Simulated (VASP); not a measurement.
All values below come from PBE GGA, VASP's PBE PAW potentials (set 64) (plane waves; VASP).

The input files of a VASP run:

### POSCAR
```
Ga35MgN35
1.0
  4.8683178927  -8.4321738171   0.0000000000
  4.8683178927   8.4321738171   0.0000000000
  0.0000000000   0.0000000000  10.5562839806
Ga N Mg
35 35 1
Cartesian
  1.6227710081  -0.9369072650   2.6390709951
  1.6227710081   0.9369072650   0.0000000000
  1.6227710081  -0.9369072650   7.9172129854
  1.6249325413   0.9422026701   5.2766535543
  3.2262050576   1.8912522654   2.6361469045
  3.2455468846   3.7476374921   0.0000000000
  3.2455420163   1.8738145300   7.9172129854
  3.2727559133   3.7807000457   5.2686518910
  4.8683178927   4.6845447571   2.6390709951
  4.8683178927   6.5583592871   0.0000000000
  4.8683178927   4.6845447571   7.9172129854
  4.8683178927   6.5583592871   5.2781419903
  3.2455468846  -3.7476374921   2.6390709951
  3.2455420163  -1.8738145300   0.0000000000
  3.2455468846  -3.7476374921   7.9172129854
  3.2455420163  -1.8738145300   5.2781419903
  4.8683178927  -0.9369156972   2.6390709951
  4.8683178927   0.9369156972   0.0000000000
  4.8683178927  -0.9369156972   7.9172129854
  6.4910937691   1.8738145300   2.6390709951
  6.4910889008   3.7476374921   0.0000000000
  6.4910937691   1.8738145300   7.9172129854
  6.4910889008   3.7476374921   5.2781419903
  4.8683178927  -6.5583592871   2.6390709951
  4.8683178927  -4.6845447571   0.0000000000
  4.8683178927  -6.5583592871   7.9172129854
  4.8683178927  -4.6845447571   5.2781419903
  6.4910889008  -3.7476374921   2.6390709951
  6.4910937691  -1.8738145300   0.0000000000
  6.4910889008  -3.7476374921   7.9172129854
  6.4910937691  -1.8738145300   5.2781419903
  8.1138647773  -0.9369072650   2.6390709951
  8.1138647773   0.9369072650   0.0000000000
  8.1138647773  -0.9369072650   7.9172129854
  8.1138647773   0.9369072650   5.2781419903
  1.6635383022  -0.9843804036   4.6753992876
  1.5858594219   0.9149161557   2.0006480526
  1.6227710081  -0.9369072650   9.9070725158
  1.5740196727   0.8997888358   7.2289749388
  3.2661642108   3.7300901384   1.9730433700
  3.2455420163   1.8738145300   9.9070725158
  3.2127392903   3.7946974542   7.2597887317
  4.8919730493   4.6983988187   4.5809205459
  4.8683178927   6.5583592871   1.9898595303
  4.8683178927   4.6845447571   9.9070725158
  4.8683178927   6.5583592871   7.2680015206
  3.2455468846  -3.7476374921   4.6289305255
  3.2455420163  -1.8738145300   1.9898595303
  3.2455468846  -3.7476374921   9.9070725158
  3.2455420163  -1.8738145300   7.2680015206
  4.8828595582  -0.9485942579   4.6386634193
  4.8795929169   0.9470511701   1.9707737689
  4.8683178927  -0.9369156972   9.9070725158
  4.8600758305   0.9519671274   7.2691838244
  6.4660414053   1.8340821270   4.6727285477
  6.4910889008   3.7476374921   1.9898595303
  6.4910937691   1.8738145300   9.9070725158
  6.4910889008   3.7476374921   7.2680015206
  4.8683178927  -6.5583592871   4.6289305255
  4.8683178927  -4.6845447571   1.9898595303
  4.8683178927  -6.5583592871   9.9070725158
  4.8683178927  -4.6845447571   7.2680015206
  6.4910889008  -3.7476374921   4.6289305255
  6.4910937691  -1.8738145300   1.9898595303
  6.4910889008  -3.7476374921   9.9070725158
  6.4910937691  -1.8738145300   7.2680015206
  8.1138647773  -0.9369072650   4.6289305255
  8.1138647773   0.9369072650   1.9898595303
  8.1138647773  -0.9369072650   9.9070725158
  8.1138647773   0.9369072650   7.2680015206
  4.8372531562   0.9074621140   5.2656750189
```

**KPOINTS**
```
Automatic mesh
0
G
 1 1 1
0 0 0
```

**INCAR**
```
SYSTEM  =  Ga35MgN35
PREC  =  Normal; ENCUT  =  400; LREAL  =  Auto
LASPH  =  .True.; ISYM  =  0
EDIFF  =  1E-5; NELM  =  100; NELMIN  =  4
ALGO  =  Fast; LMAXMIX  =  4
ISMEAR  =  0; SIGMA  =  0.05
GGA  =  PE
IBRION  =  2; NSW  =  70; ISIF  =  2
EDIFFG  =  -0.03
LWAVE  =  .True.; LCHARG  =  .False.
```

POTCAR, in this order: Ga N Mg (PBE.64 set). Program: vasp_gam.

What VASP printed:

OSZICAR:
```
...
DAV:   1    -0.422512884297E+03   -0.64733E-02   -0.22104E+00   360   0.379E+00    0.251E-01
RMM:   2    -0.422515395665E+03   -0.25114E-02   -0.34801E-02   356   0.413E-01    0.113E-01
RMM:   3    -0.422515664758E+03   -0.26909E-03   -0.58928E-03   390   0.157E-01    0.851E-02
RMM:   4    -0.422515507175E+03    0.15758E-03   -0.94081E-04   357   0.677E-02    0.279E-02
RMM:   5    -0.422515517108E+03   -0.99328E-05   -0.26672E-04   380   0.331E-02    0.139E-02
RMM:   6    -0.422515519604E+03   -0.24961E-05   -0.81146E-05   325   0.169E-02
   8 F= -.42251552E+03 E0= -.42251552E+03  d E =-.910885E-02
       N       E                     dE             d eps       ncg     rms          rms(c)
DAV:   1    -0.422515670223E+03   -0.15312E-03   -0.82331E-02   408   0.731E-01    0.488E-02
RMM:   2    -0.422515766192E+03   -0.95969E-04   -0.12807E-03   356   0.791E-02    0.217E-02
RMM:   3    -0.422515779308E+03   -0.13116E-04   -0.23176E-04   384   0.306E-02    0.163E-02
RMM:   4    -0.422515774375E+03    0.49340E-05   -0.33039E-05   252   0.128E-02
   9 F= -.42251577E+03 E0= -.42251577E+03  d E =-.936362E-02
       N       E                     dE             d eps       ncg     rms          rms(c)
DAV:   1    -0.422518123961E+03   -0.23447E-02   -0.99937E-01   356   0.256E+00    0.187E-01
RMM:   2    -0.422519591086E+03   -0.14671E-02   -0.18488E-02   356   0.299E-01    0.845E-02
RMM:   3    -0.422519723961E+03   -0.13288E-03   -0.29602E-03   389   0.110E-01    0.618E-02
RMM:   4    -0.422519638969E+03    0.84992E-04   -0.57563E-04   357   0.518E-02    0.184E-02
RMM:   5    -0.422519642683E+03   -0.37142E-05   -0.12269E-04   372   0.224E-02    0.118E-02
RMM:   6    -0.422519643745E+03   -0.10616E-05   -0.58311E-05   291   0.131E-02
  10 F= -.42251964E+03 E0= -.42251964E+03  d E =-.386937E-02
       N       E                     dE             d eps       ncg     rms          rms(c)
DAV:   1    -0.422519647014E+03   -0.43304E-05   -0.33064E-03   416   0.147E-01    0.114E-02
RMM:   2    -0.422519652051E+03   -0.50375E-05   -0.60070E-05   288   0.169E-02    0.536E-03
RMM:   3    -0.422519652645E+03   -0.59333E-06   -0.93873E-06   213   0.670E-03    0.365E-03
RMM:   4    -0.422519652572E+03    0.72896E-07   -0.21119E-06   186   0.308E-03
  11 F= -.42251965E+03 E0= -.42251965E+03  d E =-.387820E-02
       N       E                     dE             d eps       ncg     rms          rms(c)
DAV:   1    -0.422520541386E+03   -0.88874E-03   -0.33353E-01   360   0.149E+00    0.108E-01
RMM:   2    -0.422520991981E+03   -0.45060E-03   -0.60067E-03   356   0.175E-01    0.503E-02
RMM:   3    -0.422521043882E+03   -0.51901E-04   -0.10359E-03   395   0.656E-02    0.374E-02
RMM:   4    -0.422521015073E+03    0.28809E-04   -0.17652E-04   357   0.295E-02    0.118E-02
RMM:   5    -0.422521015343E+03   -0.27013E-06   -0.36413E-05   251   0.133E-02
  12 F= -.42252102E+03 E0= -.42252102E+03  d E =-.136277E-02
       N       E                     dE             d eps       ncg     rms          rms(c)
DAV:   1    -0.422521016760E+03   -0.16874E-05   -0.47283E-04   384   0.566E-02    0.484E-03
RMM:   2    -0.422521016954E+03   -0.19417E-06   -0.87058E-06   210   0.703E-03    0.267E-03
RMM:   3    -0.422521016824E+03    0.13012E-06   -0.12771E-06   183   0.262E-03    0.105E-03
RMM:   4    -0.422521016828E+03   -0.38763E-08   -0.36753E-07   109   0.149E-03
  13 F= -.42252102E+03 E0= -.42252102E+03  d E =-.136426E-02
       N       E                     dE             d eps       ncg     rms          rms(c)
DAV:   1    -0.422521529134E+03   -0.51231E-03   -0.32246E-01   360   0.147E+00    0.102E-01
RMM:   2    -0.422521947831E+03   -0.41870E-03   -0.55328E-03   356   0.167E-01    0.463E-02
RMM:   3    -0.422522000525E+03   -0.52695E-04   -0.95963E-04   393   0.633E-02    0.347E-02
RMM:   4    -0.422521975951E+03    0.24574E-04   -0.14549E-04   357   0.273E-02    0.111E-02
RMM:   5    -0.422521976594E+03   -0.64224E-06   -0.33913E-05   248   0.130E-02
  14 F= -.42252198E+03 E0= -.42252198E+03  d E =-.959766E-03
       N       E                     dE             d eps       ncg     rms          rms(c)
DAV:   1    -0.422521980067E+03   -0.41153E-05   -0.12182E-03   424   0.904E-02    0.643E-03
RMM:   2    -0.422521980908E+03   -0.84157E-06   -0.17428E-05   224   0.941E-03    0.286E-03
RMM:   3    -0.422521980879E+03    0.29564E-07   -0.23630E-06   199   0.358E-03    0.148E-03
RMM:   4    -0.422521980837E+03    0.41444E-07   -0.37607E-07    91   0.164E-03
  15 F= -.42252198E+03 E0= -.42252198E+03  d E =-.964009E-03
       N       E                     dE             d eps       ncg     rms          rms(c)
DAV:   1    -0.422522005551E+03   -0.24672E-04   -0.23107E-01   360   0.124E+00    0.851E-02
RMM:   2    -0.422522284259E+03   -0.27871E-03   -0.38595E-03   356   0.140E-01    0.394E-02
RMM:   3    -0.422522316544E+03   -0.32284E-04   -0.67425E-04   392   0.529E-02    0.296E-02
RMM:   4    -0.422522297794E+03    0.18749E-04   -0.10875E-04   355   0.233E-02    0.955E-03
RMM:   5    -0.422522298096E+03   -0.30194E-06   -0.25559E-05   234   0.111E-02
  16 F= -.42252230E+03 E0= -.42252230E+03  d E =-.317259E-03
       N       E                     dE             d eps       ncg     rms          rms(c)
DAV:   1    -0.422522384421E+03   -0.86627E-04   -0.28393E-02   360   0.433E-01    0.294E-02
RMM:   2    -0.422522413846E+03   -0.29424E-04   -0.44295E-04   356   0.472E-02    0.131E-02
RMM:   3    -0.422522416893E+03   -0.30473E-05   -0.75923E-05   304   0.179E-02    0.936E-03
RMM:   4    -0.422522414811E+03    0.20818E-05   -0.11260E-05   213   0.762E-03
  17 F= -.42252241E+03 E0= -.42252241E+03  d E =-.433974E-03
       N       E                     dE             d eps       ncg     rms          rms(c)
DAV:   1    -0.422522498797E+03   -0.81904E-04   -0.13071E-01   360   0.930E-01    0.671E-02
RMM:   2    -0.422522686084E+03   -0.18729E-03   -0.23394E-03   356   0.107E-01    0.299E-02
RMM:   3    -0.422522705592E+03   -0.19509E-04   -0.37709E-04   390   0.397E-02    0.214E-02
RMM:   4    -0.422522695644E+03    0.99483E-05   -0.58475E-05   341   0.173E-02
  18 F= -.42252270E+03 E0= -.42252270E+03  d E =-.280833E-03
       N       E                     dE             d eps       ncg     rms          rms(c)
DAV:   1    -0.422522719719E+03   -0.14127E-04   -0.63070E-03   376   0.205E-01    0.141E-02
RMM:   2    -0.422522727807E+03   -0.80886E-05   -0.10590E-04   345   0.227E-02    0.616E-03
RMM:   3    -0.422522727960E+03   -0.15232E-06   -0.12722E-05   214   0.791E-03    0.391E-03
RMM:   4    -0.422522727558E+03    0.40147E-06   -0.24326E-06   208   0.339E-03
  19 F= -.42252273E+03 E0= -.42252273E+03  d E =-.312747E-03
       N       E                     dE             d eps       ncg     rms          rms(c)
DAV:   1    -0.422522726365E+03    0.15944E-05   -0.10254E-01   360   0.826E-01    0.571E-02
RMM:   2    -0.422522867099E+03   -0.14073E-03   -0.17546E-03   356   0.930E-02    0.250E-02
RMM:   3    -0.422522884175E+03   -0.17076E-04   -0.29310E-04   392   0.350E-02    0.185E-02
RMM:   4    -0.422522876835E+03    0.73393E-05   -0.41596E-05   280   0.148E-02
  20 F= -.42252288E+03 E0= -.42252288E+03  d E =-.149277E-03
       N       E                     dE             d eps       ncg     rms          rms(c)
DAV:   1    -0.422522896719E+03   -0.12544E-04   -0.81882E-03   360   0.234E-01    0.154E-02
RMM:   2    -0.422522907419E+03   -0.10700E-04   -0.13587E-04   355   0.257E-02    0.673E-03
RMM:   3    -0.422522907953E+03   -0.53384E-06   -0.17220E-05   224   0.920E-03    0.457E-03
RMM:   4    -0.422522907487E+03    0.46531E-06   -0.32613E-06   205   0.398E-03
  21 F= -.42252291E+03 E0= -.42252291E+03  d E =-.179929E-03
```

**OUTCAR**
```
------------------------ aborting loop because EDIFF is reached ----------------------------------------
  FORCE on cell =-STRESS in cart. coord.  units (eV):
  Direction    XX          YY          ZZ          XY          YZ          ZX
  --------------------------------------------------------------------------------------
  Total       -8.6376775     -8.5107057    -17.3205918     -0.2189087     -0.0969218      0.1934222
  in kB      -15.9679082    -15.7331838    -32.0194428     -0.4046821     -0.1791729      0.3575669
  external PRESSURE =     -21.2401783 kB  Pullay stress =       0.0000000 kB
  volume of cell :      866.68
      direct lattice vectors                 reciprocal lattice vectors
     4.868317893 -8.432173817  0.000000000     0.102704879 -0.059296690  0.000000000
     4.868317893  8.432173817  0.000000000     0.102704879  0.059296690  0.000000000
     0.000000000  0.000000000 10.556283981     0.000000000  0.000000000  0.094730305
  FREE ENERGIE OF THE ION-ELECTRON SYSTEM (eV)
  ---------------------------------------------------
  free  energy   TOTEN  =      -422.5229074874 eV

  energy  without entropy=     -422.5229074874  energy(sigma->0) =     -422.52290749

 reached required accuracy - stopping structural energy minimisation
```
(Selected blocks of OUTCAR.)

File CONTCAR:
```
Ga35MgN35
   1.00000000000000
     4.8683178927000004   -8.4321738171000007    0.0000000000000000
     4.8683178927000004    8.4321738171000007    0.0000000000000000
     0.0000000000000000    0.0000000000000000   10.5562839805999999
  Ga              N               Mg
    35    35     1
Direct
     0.2229303562764150    0.1108263445952998    0.2497621003055888
     0.1105385299826842    0.2217825393974813    0.9998418938391297
     0.2226973764767579    0.1113880118027289    0.7491870195784042
     0.1111316178774257    0.2240472845359860    0.4989234313587136
     0.2204265665219972    0.4432854704988079    0.2483005554230215
     0.1106242497928520    0.5553562136808253    0.9999464078619842
     0.2240134082963125    0.4452555660468862    0.7521618507436424
     0.1111494519475456    0.5534238036193128    0.4990435746665328
     0.2228387444253341    0.7785527290585846    0.2498517044389142
     0.1106063807151752    0.8886245990884696    0.9995522125475744
     0.2226550275764217    0.7778190568618483    0.7491552960135183
     0.1099246651332890    0.8882193874192105    0.5002304823768318
     0.5546860108713342    0.1104065263413524    0.2501409298209348
     0.4443112681391495    0.2219064967452702    0.9995115586239802
     0.5551419886674408    0.1107842075438604    0.7499619503935564
     0.4468160246609790    0.2234186933940313    0.5002539022214255
     0.5564276193962954    0.4425088864256903    0.2510520998017940
     0.4442466790720216    0.5553469398575673    0.0005724134226660
     0.5539578073892698    0.4452084024820377    0.7505387770701533
     0.5561888478572844    0.7800171078290813    0.2510518730009055
     0.4441472729887331    0.8887776527332027    0.9995074497108758
     0.5539950100948151    0.7751832992488380    0.7506103726440242
     0.4468007495575856    0.8897309373613160    0.5002849976080415
     0.8871768670096114    0.1099007750759718    0.2498455764643244
     0.7774989719561479    0.2220276011764414    0.9995265660615871
     0.8883439587520662    0.1107886756913663    0.7492037295322399
     0.7765555225869103    0.2215620156161044    0.4998217468927176
     0.8873378727024660    0.4436347753009663    0.2499317804968043
     0.7778326663265606    0.5557013760248108    0.9995556547172108
     0.8882995449277858    0.4439406191768094    0.7493490766068323
     0.7765145819883343    0.5539890747496933    0.4997251607803743
     0.8884293364036284    0.7774041114430722    0.2502215991623297
     0.7777805333000815    0.8886296416792633    0.9995603985605808
     0.8882939993247539    0.7773989460203294    0.7495034252028006
     0.7763652828636779    0.8888037614773215    0.4997386393433556
     0.2226634429494981    0.1129467114314857    0.4383586746950545
     0.1105241250810268    0.2219122742947405    0.1899055804257959
     0.2213875827010438    0.1111326545640156    0.9379954454682803
     0.1116579641922505    0.2237651962005761    0.6869425034409422
     0.1106668046595086    0.5550642722117181    0.1900166897225936
     0.2210832195016261    0.4437820898134364    0.9408491025357716
     0.1116076070859125    0.5543944177826506    0.6870126384987811
     0.2226250661102998    0.7761148678247479    0.4384752943036231
     0.1108995410359469    0.8887014449856333    0.1883424266863335
     0.2212549146052110    0.7767399381651803    0.9379068491959547
     0.1110108768985137    0.8888181777576425    0.6880940617956993
     0.5548823436914547    0.1106438343438439    0.4383153946719250
     0.4437073365185586    0.2210463317776346    0.1873607047579238
     0.5555144514636516    0.1109699336206991    0.9380633797798452
     0.4444441848289367    0.2221534140950601    0.6888988695685172
     0.5582680806716795    0.4397249443775662    0.4362313344353667
     0.4429957106882470    0.5545501526404593    0.1921206845373495
     0.5554328981387224    0.4443530885340389    0.9399112548803102
     0.4424524935967780    0.5544458950392626    0.6935018397701130
     0.5581149345934088    0.7847614864433111    0.4361661780157528
     0.4435715134267867    0.8888468930685944    0.1873450963570626
     0.5553818156780109    0.7775337239325050    0.9399767253363845
     0.4444783059499999    0.8887221754530504    0.6889078638422204
     0.8908838788344593    0.1135759686966229    0.4380969342608329
     0.7772118091188536    0.2217642131842904    0.1881275714294811
     0.8893319888543172    0.1113166048690806    0.9379581335000966
     0.7774547900243870    0.2219887416920615    0.6880343343973495
     0.8909722938293849    0.4437070504861945    0.4381540067331094
     0.7782791612773163    0.5558127851031331    0.1876507114508845
     0.8893851914602819    0.4445656463714055    0.9380392536642316
     0.7773797162540554    0.5550537759248309    0.6883988614744804
     0.8884930918395778    0.7774738117426619    0.4385653300859675
     0.7780815928463788    0.8886953180499183    0.1876454080777181
     0.8888276191113058    0.7777138817101271    0.9377899688755582
     0.7773031121631194    0.8887210300300398    0.6883621057720929
     0.4502437484603306    0.5582887237819164    0.5002375802631696
```

File OUTCAR:
```
 val. band max:        2.5349218940   @ k =   0.0000   0.0000   0.0000

 cond. band min:       4.5358532213   @ k =   0.0000   0.0000   0.0000


 Fermi energy:         2.8368807737

 k-point     1 :       0.0000    0.0000    0.0000
  band No.  band energies     occupation
      1     -12.8887      2.00000
      2     -12.0651      2.00000
      3     -12.0191      2.00000
      4     -11.7191      2.00000
      5     -11.6898      2.00000
      6     -11.6387      2.00000
      7     -11.6043      2.00000
      8     -11.5968      2.00000
      9     -11.4676      2.00000
     10     -11.0566      2.00000
     11     -11.0489      2.00000
     12     -11.0479      2.00000
     13     -11.0447      2.00000
     14     -11.0065      2.00000
     15     -10.9701      2.00000
     16     -10.9611      2.00000
     17     -10.9504      2.00000
     18     -10.9253      2.00000
     19     -10.9240      2.00000
     20     -10.8204      2.00000
     21     -10.7815      2.00000
     22     -10.4900      2.00000
     23     -10.3101      2.00000
     24     -10.2848      2.00000
     25     -10.2711      2.00000
     26     -10.2547      2.00000
     27     -10.2374      2.00000
     28     -10.2292      2.00000
     29     -10.2000      2.00000
     30     -10.1738      2.00000
     31     -10.1627      2.00000
     32     -10.1045      2.00000
     33     -10.0526      2.00000
     34      -9.9768      2.00000
     35      -9.9444      2.00000
     36      -4.0612      2.00000
     37      -3.6687      2.00000
     38      -3.3496      2.00000
     39      -3.3293      2.00000
     40      -3.3236      2.00000
     41      -3.2632      2.00000
     42      -3.1683      2.00000
     43      -3.1489      2.00000
     44      -3.1211      2.00000
     45      -3.1171      2.00000
     46      -3.0797      2.00000
     47      -2.9222      2.00000
     48      -2.8407      2.00000
     49      -2.8383      2.00000
     50      -2.8292      2.00000
     51      -2.7866      2.00000
...
```

At this cut-off the stress carries a Pulay error, which pulls relaxed volumes low. The supercell is sampled at Γ alone, which is coarse: total energies, pressure and levels can be off, energies of defects by several tenths of an eV.

The cell is a supercell with a defect, built from GaN (wurtzite): Mg_Ga-vac_N. The run is not spin-polarised, so no state with unpaired spins was tried.
